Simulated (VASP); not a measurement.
Data:

```
CELL_PARAMETERS angstrom
      3.36152    -1.85791    -0.08507
      3.36152     1.85791    -0.08507
      2.41246     0.00000     2.98980
ATOMIC_POSITIONS crystal
  As 0.23405 0.23405 0.23405
  As 0.76595 0.76595 0.76595
```

Calculation: LDA (Ceperley-Alder, Perdew-Zunger), VASP's LDA PAW potentials (set 64) (plane waves; VASP 6.6.1). Run with 500 eV cut-off, 12×12×12 Γ-centred mesh, first-order Methfessel-Paxton smearing of 0.10 eV, potentials As.

Energy and stress use the plane-wave basis of the starting cell.

Task: The ions, cell shape and volume at an external pressure of 10.0 GPa are relaxed. Give the cell that the relaxation ends in.

Result: 
```
CELL_PARAMETERS angstrom
      3.26395    -1.83631    -0.10213
      3.26395     1.83631    -0.10213
      2.32593     0.00000     2.93699
ATOMIC_POSITIONS crystal
  As 0.23660 0.23660 0.23660
  As 0.76340 0.76340 0.76340
```
Space group R-3m (166), at a tolerance of 0.03 Å.

Task: How do energy and volume change from the first to the last step?

Result: The energy (σ→0) changes by +47.4 meV/atom and the volume by -5.3 %, in 8 ionic steps.

The compound is As in the a7 structure. This run relaxes it under an external pressure of 10 GPa. Symmetry was kept, so distortions that lower it aren't found.
